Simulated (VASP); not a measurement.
Given:

```xyz
2
Lattice="1.4119 0.8152 4.6344 -1.4119 0.8152 4.6344 0.0000 -1.6304 4.6344" Properties=species:S:1:pos:R:3 pbc="T T T"
Ag     0.0000     0.0000     0.0000
Pd     0.0000     0.0000     6.9515
```

These are LDA (Ceperley-Alder, Perdew-Zunger), VASP's LDA PAW potentials (set 64) (plane waves; VASP 6.6.1) values and carry that method's errors. Run with 300 eV cut-off, 11×11×11 Γ-centred mesh, Fermi-Dirac smearing of 0.050 eV, potentials Ag Pd.

At this cut-off the stress carries a Pulay error, which pulls relaxed volumes low.

Question: What does the run give for the energy per atom (σ→0), pressure, band gap (on the k-mesh) with the smallest direct gap where there is one?

Answer: 
```yaml
band gap (on the k-mesh): none (metal, semimetal or under 0.01 eV)
energy per atom (σ→0): -5.178 eV/atom
pressure: -10.08 GPa
```

Total energies compare only between runs with the same potentials, cut-off and functional.

The structure comes from a computed database's AgPd entry (R-3m); how it stands against other phases isn't given here. The cell was not relaxed at this level. The electron count is odd and the run is not spin-polarised, which forces a metal.
